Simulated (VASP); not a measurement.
AlB3P4:

```xyz
8
Lattice="3.3436 0.0000 0.0000 0.0000 3.3436 0.0000 0.0000 0.0000 9.8334" Properties=species:S:1:pos:R:3 pbc="T T T"
Al    0.0000    0.0000    0.0000
B     1.6718    1.6718    7.1519
B     0.0000    0.0000    4.9167
B     1.6718    1.6718    2.6814
P     0.0000    1.6718    6.0339
P     1.6718    0.0000    3.7994
P     0.0000    1.6718    1.5814
P     1.6718    0.0000    8.2520
```

The cell was built by a generator and needn't be a form met in nature.

Base run:

```yaml
Program: VASP 6.6.1
Functional: HSE06
Potentials_or_basis: VASP PAW PBE potentials, release 64 (Al, B, P)
Cutoff: 520 eV
k_mesh: 6 × 6 × 2
Occupations: gaussian, width 0.02 eV
Spin: no spin polarisation
```

Its results: band gap on the k mesh 1.25 eV, indirect (least direct gap 1.33 eV); pressure -2.5 GPa.

The run is repeated on the same cell with these changes: functional from HSE06 to PBE; further incar settings from ALGO = Normal; EDIFF = 1e-05 to ALGO = Fast; EDIFF = 1e-06. What comes out?

Band gap on the k mesh 0.52 eV, indirect (least direct gap 0.60 eV); pressure 0.1 GPa.

Caveats: the PAW data sets were made with another functional, which shifts forces and pressure a little (some runs).

A k mesh can miss the band edges.

Not every run made on this cell is shown here.
